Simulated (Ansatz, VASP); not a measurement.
**NF3: VASP beside Ansatz**

One calculation is typed for both programs; each brings its own data sets and cutoff. How far apart do they land? The structure shown is the end of the VASP relaxation below.

Method: plane waves, with VASP 6.6.1 beside it; single point at PBE with D3(BJ), in Ansatz 0.2.0.

## (1) The structure

The cell holds 4 atoms: 3 F and 1 N. Cell: a = 13.000 Å, b = 13.500 Å, c = 14.000 Å, α = 90.0°, β = 90.0°, γ = 90.0°. Vacuum lies along a, b and c.

Structure file:

```cif
data_structure
_symmetry_space_group_name_H-M 'P 1'
_symmetry_Int_Tables_number 1
_cell_length_a 13.0000
_cell_length_b 13.5000
_cell_length_c 14.0000
_cell_angle_alpha 90.000
_cell_angle_beta 90.000
_cell_angle_gamma 90.000
_cell_volume 2457.00
loop_
_atom_site_label
_atom_site_type_symbol
_atom_site_fract_x
_atom_site_fract_y
_atom_site_fract_z
_atom_site_occupancy
F1 F 0.44111 0.53972 0.55536 1
F2 F 0.55838 0.57098 0.44747 1
F3 F 0.56120 0.43063 0.52539 1
N4 N 0.49221 0.49447 0.47795 1
```

## (2) VASP: relaxation, PBE with D3(BJ)

This run makes the geometry at which the two programs are then compared.

Lines of VASP's logs that name or quote its potential files are left out, and so is its time.

INCAR reads:

```
SYSTEM = NF3
PREC = Normal
ENCUT = 400
EDIFF = 1E-05
NELM = 120
ISMEAR = 0
SIGMA = 0.01
LREAL = Auto
ALGO = Fast
GGA = PE
IVDW = 12
NBANDS = 19
LORBIT = 11
LWAVE = .FALSE.
LCHARG = .FALSE.
NCORE = 4
IBRION = 2
NSW = 40
ISIF = 2
EDIFFG = -0.03
POTIM = 0.4
MAXMIX = 40
ISYM = 0
```

POSCAR reads:

```
NF3
1.0
   13.0000000000      0.0000000000      0.0000000000
    0.0000000000     13.5000000000      0.0000000000
    0.0000000000      0.0000000000     14.0000000000
F N
3 1
Direct
    0.4405040600      0.5385593700      0.5534571400
    0.5566826400      0.5695650000      0.4465428600
    0.5594959400      0.4304350000      0.5237214300
    0.4962120800      0.4972376900      0.4824428600
```

KPOINTS reads:

```
Automatic mesh
0
Gamma
1 1 1
0 0 0
```

Potentials, in the order of the species: F and N (PBE family, release 64).

Command:

```console
mpirun -np 4 vasp_gam
```

Numbers of over 12 decimals in the logs are rounded to 6 here.

The program printed:

```text
[banner, memory and clock lines left out]
running    4 mpi-ranks, on    1 nodes
 distrk:  each k-point on    4 cores,    1 groups
 distr:  one band on    4 cores,    1 groups

 POSCAR found type information on POSCAR F N
 POSCAR found :  2 types and       4 ions
|                                                                             |
|               ----> ADVICE to this user running VASP <----                  |
|                                                                             |
|     You have a (more or less) 'small supercell' and for smaller cells       |
|     it is recommended to use the reciprocal-space projection scheme!        |
|     The real-space optimization is not efficient for small cells and it     |
|     is also less accurate ...                                               |
|     Therefore, set LREAL=.FALSE. in the INCAR file.                         |
|                                                                             |

 LDA part: xc-table for (Slater+PW92), standard interpolation
 POSCAR, INCAR and KPOINTS ok, starting setup
 FFT: planning ... GRIDC
 FFT: planning ... GRID_SOFT
 FFT: planning ... GRID
 WAVECAR not read
 entering main loop
       N       E                     dE             d eps       ncg     rms          rms(c)
DAV:   1     0.257908480584E+03    0.25791E+03   -0.66345E+03    54   0.642E+02
DAV:   2     0.878530704330E+02   -0.17006E+03   -0.16828E+03    73   0.160E+02
DAV:   3    -0.243143653834E+01   -0.90285E+02   -0.89666E+02    60   0.789E+01
DAV:   4    -0.168429387168E+02   -0.14412E+02   -0.14408E+02    38   0.393E+01
DAV:   5    -0.170943087645E+02   -0.25137E+00   -0.25121E+00    60   0.602E+00    0.101E+01
RMM:   6    -0.155365521302E+02    0.15578E+01   -0.36100E+00    38   0.116E+01    0.512E+00
RMM:   7    -0.153423662890E+02    0.19419E+00   -0.38315E-01    38   0.457E+00    0.235E+00
RMM:   8    -0.153375176087E+02    0.48487E-02   -0.17464E-01    38   0.295E+00    0.429E-01
RMM:   9    -0.153367402545E+02    0.77735E-03   -0.19525E-02    38   0.101E+00    0.163E-01
RMM:  10    -0.153375016791E+02   -0.76142E-03   -0.56764E-03    41   0.421E-01    0.827E-02
RMM:  11    -0.153374663469E+02    0.35332E-04   -0.78570E-04    40   0.173E-01    0.266E-02
RMM:  12    -0.153376050587E+02   -0.13871E-03   -0.18253E-04    39   0.810E-02    0.150E-02
RMM:  13    -0.153376413796E+02   -0.36321E-04   -0.34075E-05    29   0.350E-02    0.483E-03
RMM:  14    -0.153377232740E+02   -0.81894E-04   -0.20795E-05    26   0.252E-02    0.516E-03
RMM:  15    -0.153377423150E+02   -0.19041E-04   -0.98348E-06    26   0.128E-02    0.211E-03
RMM:  16    -0.153377809290E+02   -0.38614E-04   -0.95586E-06    23   0.109E-02    0.188E-03
RMM:  17    -0.153377856446E+02   -0.47156E-05   -0.15741E-06    20   0.641E-03
   1 F= -.15368567E+02 E0= -.15368567E+02  d E =-.153686E+02
[...]
2 F= -.15155355E+02 E0= -.15155355E+02  d E =0.213212E+00
[...]
3 F= -.15686979E+02 E0= -.15686979E+02  d E =-.318412E+00
[...]
4 F= -.15686886E+02 E0= -.15686886E+02  d E =-.318319E+00
[...]
5 F= -.15692663E+02 E0= -.15692663E+02  d E =-.577701E-02
[...]
6 F= -.15692842E+02 E0= -.15692842E+02  d E =-.595636E-02
[...]
7 F= -.15692822E+02 E0= -.15692822E+02  d E =0.205865E-04
 trial-energy change:    0.000021  1 .order    0.000031   -0.001048    0.001109
 step:   0.4475(harm=  0.4475)  dis= 0.00153  next Energy=   -15.693097 (dE=-0.254E-03)
 bond charge predicted
       N       E                     dE             d eps       ncg     rms          rms(c)
DAV:   1    -0.156623927091E+02   -0.31036E-03   -0.53238E-02    44   0.194E+00    0.850E-02
RMM:   2    -0.156623482829E+02    0.44426E-04   -0.10209E-03    38   0.264E-01    0.738E-03
RMM:   3    -0.156623666537E+02   -0.18371E-04   -0.67219E-05    34   0.717E-02    0.144E-03
RMM:   4    -0.156623724949E+02   -0.58412E-05   -0.88855E-06    25   0.236E-02
   8 F= -.15693105E+02 E0= -.15693105E+02  d E =-.262604E-03
 curvature:  -0.22 expect dE=-0.973E-06 dE for cont linesearch -0.115E-06
 trial: gam=-0.01811 g(F)=  0.434E-05 g(S)=  0.000E+00 ort = 0.241E-04 (trialstep = 0.827E+00)
 search vector abs. value=  0.384E-05
 reached required accuracy - stopping structural energy minimisation
```

Parts of OUTCAR (step 2):

```text
ion  position               nearest neighbor table
   1  0.441  0.539  0.553-   4 1.35
   2  0.557  0.570  0.447-   4 1.35
   3  0.559  0.430  0.524-   4 1.35
   4  0.496  0.497  0.482-   2 1.35   1 1.35   3 1.35

 Found      1 irreducible k-points:

   k-points           NKPTS =      1   k-points in BZ     NKDIM =      1   number of bands    NBANDS=     19

   dimension x,y,z NGX =    64 NGY =   70 NGZ =   70
   dimension x,y,z NGXF=   128 NGYF=  140 NGZF=  140

   ENCUT  =  400.0 eV  29.40 Ry    5.42 a.u.  21.20 22.02 22.83*2*pi/ulx,y,z

   NELECT =      26.0000    total number of electrons

 k-points in reciprocal lattice and weights: Automatic mesh
   0.00000000  0.00000000  0.00000000       1.000

 Edisp (eV)   -0.03074

 average (electrostatic) potential at core
       1 -87.5494       2 -87.5499       3 -87.5520       4 -80.1810

 E-fermi :  -8.7283

 k-point     1 :       0.0000    0.0000    0.0000
  band No.  band energies     occupation
    ...
      9     -11.6787      2.00000
     10     -10.6245      2.00000
     11     -10.6240      2.00000
     12     -10.2144      2.00000
     13      -8.8058      2.00000
     14      -2.1983      0.00000
     15      -1.9182      0.00000
     16      -1.9166      0.00000
     17      -0.2267      0.00000
     18       0.5292      0.00000
    ...

 Edisp (eV)   -0.03073

  Total      -3.84341    -3.83732    -3.94661    -0.13260    -0.16028    -0.21357
  in kB      -2.50624    -2.50226    -2.57353    -0.08647    -0.10452    -0.13927
  external pressure =       -2.53 kB  Pullay stress =        0.00 kB

  energy-cutoff  :      400.00
  volume of cell :     2457.00
      direct lattice vectors                 reciprocal lattice vectors
    13.000000000  0.000000000  0.000000000     0.076923077  0.000000000  0.000000000
     0.000000000 13.500000000  0.000000000     0.000000000  0.074074074  0.000000000
     0.000000000  0.000000000 14.000000000     0.000000000  0.000000000  0.071428571

 POSITION                                       TOTAL-FORCE (eV/Angst)
 -----------------------------------------------------------------------------------
      5.73438      7.28623      7.77498        -0.004290      0.001873     -0.005331
      7.25897      7.70821      6.26457         0.001869     -0.003739     -0.001828
      7.29557      5.81353      7.35548        -0.000270      0.000342      0.005304
      6.39872      6.67529      6.69126         0.002692      0.001524      0.001856
 -----------------------------------------------------------------------------------
    total drift:                                0.007047      0.000448      0.011157

  FREE ENERGIE OF THE ION-ELECTRON SYSTEM (eV)
  ---------------------------------------------------
  free  energy   TOTEN  =       -15.6931050462 eV

  energy  without entropy=      -15.6931050462  energy(sigma->0) =      -15.69310505

 reached required accuracy - stopping structural energy minimisation

 total charge
# of ion       s       p       d       tot
------------------------------------------
    1        1.798   4.275   0.000   6.073
    2        1.798   4.275   0.000   6.073
    3        1.798   4.275   0.000   6.073
    4        1.358   2.035   0.000   3.394
--------------------------------------------------
tot          6.753  14.860   0.000  21.613
```

CONTCAR:

```
NF3
   1.00000000000000
    13.0000000000000000    0.0000000000000000    0.0000000000000000
     0.0000000000000000   13.5000000000000000    0.0000000000000000
     0.0000000000000000    0.0000000000000000   14.0000000000000000
  F               N
     3     1
Direct
     0.4411057765338726    0.5397205885787385    0.5553558001880399
     0.5583823060913000    0.5709788016185785    0.4474693666595571
     0.5611975958838001    0.4306319525367665    0.5253916781533846
     0.4922090414910250    0.4944657172659167    0.4779474449990195
```

## (3) Ansatz: single point, PBE with D3(BJ)

Ansatz runs on its default PAW (the set named soft_2) files.

The same cell, functional, mesh and smearing now go to Ansatz, which takes its cutoff from its data sets.

input.yaml reads:

```yaml
crystal:
  lattice:
    - [13.0, 0.0, 0.0]
    - [0.0, 13.5, 0.0]
    - [0.0, 0.0, 14.0]
  atoms:
    - { symbol: F, position: [0.44110578, 0.53972059, 0.5553558] }
    - { symbol: F, position: [0.55838231, 0.5709788, 0.44746937] }
    - { symbol: F, position: [0.5611976, 0.43063195, 0.52539168] }
    - { symbol: "N", position: [0.49220904, 0.49446572, 0.47794744] }
hamiltonian:
  xc: pbe
  pseudopotentials: { kind: paw }
  dispersion: d3bj
kpoints:
  mp_grid: { grid: [1, 1, 1] }
scf:
  occupations: { method: gaussian, width: 0.01 }
  n_extra_bands: 5
output:
  forces: true
  eigenvalues: true
  write_density: true
  write_potential: true
  elf: true
  volumetric_format: npy
```

Command:

```console
ansatz run input.yaml --threads 4 --pin off --max-ram 9216MiB --backend cpu --events-out ev --progress --plain --runs-dir out
```

The program printed:

```text
scf.n_extra_bands = 5 over 13 filled bands (N_el = 26.0): the run solves 18 bands
Engine: ansatz 0.2.0, x86_64-unknown-linux-gnu
Pseudopotentials: kind: paw
Pseudopotential: F, paw, valence charge 7, recommended cutoff 420 eV (normal), F.paw.azcp
Pseudopotential: N, paw, valence charge 5, recommended cutoff 420 eV (normal), N.paw.azcp
Functional definition: PBE
  parameter kappa = 0.804
  parameter beta = 0.066725
  exchange = pbe_x(kappa = kappa, mu = beta*pi^2/3)
  correlation = pbe_c(beta = beta)
Crystal: 4 atoms, lattice volume = 2457.000 Å³
Basis set: ecut = 420 eV, 48037 PW (Γ), exchange–correlation on 180×192×192 points (8 copies of the dense FFT grid, shifted against one another)
Bands: 18, of which v1, the nominal top of the filled ones, is band 13 counted from 1 (12 counted from 0)
Symmetry: 1 space group operations
Space group: P1 (ITA 1), of the structure as read, at distance tolerance 1.3e-4 Å
k-points: 1
Non-local potential: F, projectors of the file, l = 0: 2, l = 1: 2, l = 2: 1
Non-local potential: N, projectors of the file, l = 0: 2, l = 1: 2, l = 2: 1
PAW form: soft (Blöchl's): semilocal exchange-correlation on the pseudo side does not see the compensation charge
PAW one-centre angular grid: F, 110 points (default); XC on 64 Gauss nodes
PAW one-centre angular grid: N, 110 points (default); XC on 64 Gauss nodes
Initial density: superposition of atomic densities (neutral atoms: chi_scale 0, normalization atom), corrected by the library's trained network
Initial wavefunctions: pseudopotential atomic-orbital guess
Functional: x = pbe(κ = 0.804, μ = 0.219515), c = pbe(β = 0.066725)
SCF iter   1: F=—  HF=-2802.756874 eV  |F-HF|=—  |Δ(HF+E_count)|=         —  Δρ=9.97e-4  dr2=1.33e-2  ethr=1.77e-3  ⟨swp⟩=7.0  Hψ=100  notcnv=0
preconditioner: auto → Resta (q_TF=auto, 1.278 Å⁻¹)  ε∞=1.1  [insulator: Δε(μ)=6.777 eV  Ē_g=11.793 eV  σ=0.010 eV  W_gap=1.00  n_scr=80 (ndim 8)  ℏωp=3.4 eV  f_vac=0.954  D(μ)=0.00/eV (n_scr^D=0)  ε∞_Penn≈1.1  vacuum switching on, ρ_ref=1.0e-2 e/Å³]
SCF iter   2: F=—  HF=-2802.762685 eV  |F-HF|=—  |Δ(HF+E_count)|=   5.81e-3  Δρ=5.60e-4  dr2=4.40e-3  ethr=5.11e-5  ⟨swp⟩=4.0  Hψ=44  notcnv=0  defer=1
SCF iter   3: F=—  HF=-2802.765961 eV  |F-HF|=—  |Δ(HF+E_count)|=   3.28e-3  Δρ=3.42e-4  dr2=2.16e-3  ethr=1.69e-5  ⟨swp⟩=5.0  Hψ=37  notcnv=0  defer=1
SCF iter   4: F=—  HF=-2802.767209 eV  |F-HF|=—  |Δ(HF+E_count)|=   1.25e-3  Δρ=5.44e-5  dr2=2.89e-5  ethr=8.31e-6  ⟨swp⟩=6.0  Hψ=34  notcnv=0  defer=1
SCF iter   5: F=—  HF=-2802.767646 eV  |F-HF|=—  |Δ(HF+E_count)|=   4.36e-4  Δρ=1.33e-5  dr2=1.95e-6  ethr=1.11e-7  ⟨swp⟩=5.0  Hψ=32  notcnv=0  defer=1
SCF iter   6: F=-2802.767687 eV  HF=-2802.767687 eV  |F-HF|=3.54e-7  |Δ(HF+E_count)|=   4.12e-5  Δρ=1.87e-6  dr2=3.59e-8  ethr=3.85e-10  ⟨swp⟩=19.0  Hψ=164  notcnv=0
SCF 1 converged in 6 iterations: F = -2802.767687 eV  dr2 = 3.59e-8
  greatest PAW one-centre occupation: 0.938 electrons in one spin orbital (limit 2), on the F atom at site 1 (counted from 0), in its partial waves of l = 0
WARN: The output density's exchange-correlation potential varies sharply where the density is thin. Do not read a vacuum level from v_tot or v_xc, or from such a field of the output density. On a cell that repeats whose density bears no net charge and no dipole along the vacuum's axis use v_es (v_loc + v_h of the components); under efield.dipole_correction with no amplitude use v_es + v_field, which holds any externa [...]
SCF converged after 6 iterations
Free energy (F): -2802.767687 eV
Harris-Foulkes:  -2802.767687 eV  (|F-HF|=3.54e-7)
Internal energy: -2802.767687 eV  (E = F + TS)
E sigma→0 (E₀):  -2802.767687 eV
Fermi energy:    -5.380244 eV
--- Per-component energies (eV) ---
  E_band       = -449.349300
  E_kinetic    = 734.116254
  E_local      = -6765.605576  (includes V_loc(G=0)·N_el)
  E_nonlocal   = 265.632156
  E_hartree    = 2952.473367
  E_xc         = -294.243374
  E_vxc        = -376.252190  (∫ρ·V_xc dr)
  E_paw        = -724.457504  (= ΣΔE_a)
  E_vpaw       = -212.196516  (= ΣTr[D̂ρ^β])
  E_aug_tail   = 0.006159  (compensation charges beyond the density's cutoff)
  E_ewald      = 1029.341564
  E_disp       = -0.030733  (pairwise vdW)
  E_smearing   = -0.000000  (= −TS)
  E_closure    = 0.000000  (closes the sum)
  Σ components = -2802.767687   (vs F -2802.767687, Δ=0.00e0)
--- Forces (eV/Å), atoms counted from 1 ---
  atom   1  F      0.18078712    -0.14729341    -0.26453021
  atom   2  F     -0.21034543    -0.25430224     0.12177683
  atom   3  F     -0.21602980     0.22330612    -0.15417349
  atom   4  N      0.24562473     0.17837350     0.29699055
  max |Σ_I F_I| component: 8.40e-5 eV/Å
--- Band table (eV) ---
  k-point 0: bands = [... 9 lower, -10.5437, -10.5429, -10.1434, -8.7211, -2.0394, -1.7646, -1.7628, -0.1637, ... 1 higher]
```

The job ended after 4 s (4 threads of AMD EPYC 7B13 (Zen 3), shared host; peak memory 1.2 GiB).

## (4) Side by side

Known differences besides the potentials themselves: the cutoff is 420 eV in Ansatz and 400 eV in VASP (PREC = Normal, projectors in real space); VASP leaves aspherical gradient terms in its spheres out (LASPH is not set), Ansatz keeps them. Total energies have different zeros and are not compared.

Both answers:

| quantity | Ansatz | VASP | difference |
| --- | --- | --- | --- |
| gap on the k mesh (eV) | 6.682 | 6.607 | +0.074 |

At this near-relaxed geometry the largest component of a force difference is 295 meV/Å.

## (5) What the set-up changes

Further runs change the set-up of one program: Ansatz's method, potentials or start, or VASP's data sets, cutoff or form of LDA. The table gives Ansatz less VASP for each quantity, since a change that brings one quantity closer may part another.

| run | r.m.s. force difference (meV/Å) | gap on the k mesh (eV) |
| --- | --- | --- |
| as above | 213 | 0.074 |
| Ansatz's larger PAW set (cutoff 1300 eV) | 218 | 0.11 |
| norm-conserving potentials (cutoff 1320 eV) | 112 | -0.11 |

## (6) What came out

```yaml
r_m_s_force_difference_single_point_pbe_with_d3_bj: 213 meV/Å
difference_in_gap_on_the_k_mesh_single_point_pbe_with_d3_bj: 0.074 eV
```

The r.m.s. force difference is 213 meV/Å (single point, PBE with D3(BJ)), beyond the 12 meV/Å picked in this series as the mark of a large difference. Single point, PBE with D3(BJ), Ansatz's larger PAW set (cutoff 1300 eV): the difference in gap on the k mesh goes from 0.074 to 0.11 eV. Single point, PBE with D3(BJ), norm-conserving potentials (cutoff 1320 eV): r.m.s. force difference goes from 213 to 112 meV/Å; the difference in gap on the k mesh goes from 0.074 to -0.11 eV. How closely two codes agree says nothing of how well the functional describes the real material.

[Lines on the potential files, build, host, timing and source positions are cut from VASP's logs without a mark.]

[Logs are printed without paths, hosts, clocks, repeated set-up lines and the standing remarks that a program may print on its own settings, such as how far it seeks lower states.]

[Hosts, paths, dates, database ids (printed as entryN), source tags and the programs' standing remarks are cut or masked in the printed files.]
